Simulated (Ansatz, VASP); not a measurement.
Given: the input of a run of Ansatz 0.2.0 on KPt. The cell comes from a database or a generator and needn't be the stable form of this composition.

Contents of input.yaml:

```yaml
crystal:
  lattice:
    - [3.0008472788, 0.0, 0.0]
    - [-1.5004236394, 2.5988099763, 0.0]
    - [0.0, 0.0, 5.345578]
  atoms:
    - { symbol: Pt, position: [0.6666666667, 0.3333333333, 0.0] }
    - { symbol: K, position: [0.0, 0.0, 0.5] }
hamiltonian:
  xc: r2scan
  pseudopotentials: { kind: paw }
  dispersion: d4
kpoints:
  mp_grid: { grid: [10, 10, 5] }
scf:
  occupations: { method: gaussian, width: 0.05 }
output:
  forces: true
  stress: true
  eigenvalues: true
```

Potentials or basis: Ansatz PAW.

Launch:

```console
$ ansatz run input.yaml --threads 2 --pin off --max-ram 5632MiB --backend cpu --events-out ev --progress --plain --runs-dir out
```

Translate it to VASP 6.6.1. Potentials or basis there: PBE PAW files K_sv, Pt, release 54, 520 eV.

As run (cutoffs and basis follow the program's own potentials, and thresholds, step limits or extra output files can differ):

File INCAR:

```
ALGO = Normal
EDIFF = 1E-6
ENCUT = 520
ISIF = 2
ISMEAR = 0
IVDW = 13
LASPH = True
LCHARG = False
LMIXTAU = True
LREAL = False
LWAVE = False
METAGGA = R2SCAN
NELM = 80
PREC = Accurate
SIGMA = 0.05
VDW_A1 = 0.51559235
VDW_A2 = 5.77342911
VDW_S6 = 1.0
VDW_S8 = 0.6018749
```

KPt.cif

```cif
data_KPt
_cell_length_a 3.00084728
_cell_length_b 3.00084728
_cell_length_c 5.34557800
_cell_angle_alpha 90.00000000
_cell_angle_beta 90.00000000
_cell_angle_gamma 120.00000000
_space_group_name_H-M_alt 'P-6m2'
_space_group_name_Hall 'P -6 2'
_space_group_IT_number 187
loop_
_space_group_symop_operation_xyz
'x,y,z'
'-x+y,-x,-z'
'-y,x-y,z'
'x,y,-z'
'-x+y,-x,z'
'-y,x-y,-z'
'-y,-x,-z'
'x,x-y,z'
'-x+y,y,-z'
'-y,-x,z'
'x,x-y,-z'
'-x+y,y,z'
loop_
_atom_site_label
_atom_site_type_symbol
_atom_site_symmetry_multiplicity
_atom_site_Wyckoff_symbol
_atom_site_fract_x
_atom_site_fract_y
_atom_site_fract_z
_atom_site_occupancy
Pt1 Pt 1 e 0.6666666667 0.3333333333 0.0000000000 1
K1 K 1 b 0.0000000000 0.0000000000 0.5000000000 1
```

KPOINTS

```
k-points
0
Gamma
  10 10 5
```

File POSCAR:

```
Pt K 
 1.0000000000000000
     3.0008472799999999    0.0000000000000000    0.0000000000000000
    -1.5004236399999993    2.5988099773574347    0.0000000000000000
     0.0000000000000000    0.0000000000000000    5.3455779999999997
 Pt  K  
   1   1
Cartesian
  1.5004236401500426  0.8662699923658512  0.0000000000000000
  0.0000000000000000  0.0000000000000000  2.6727889999999999
```

Potentials or basis: VASP PAW PBE potentials, release 54 (Pt, K_sv).

The run is started by

```sh
$ ase convert -i cif -o vasp KPt.cif POSCAR
$ cat potpaw_PBE.54/Pt/POTCAR potpaw_PBE.54/K_sv/POTCAR > POTCAR
$ mpirun -np 1 vasp_std > vasp.out
```

Both were run:

|  | Ansatz | VASP |
| --- | --- | --- |
| Pressure | -2.9 GPa | -2.7 GPa |

Ansatz's pressure holds a Pulay term of +0.04 GPa for its cutoff of 500 eV, which the other run lacks.

The potentials hold 27 and 19 valence electrons a cell.

Ansatz's potentials were made for PBE. VASP's potentials were made for PBE.

Where Ansatz's input types no cutoff or centring, it takes its own default and a Γ-centred mesh.

Pressure is positive in compression.
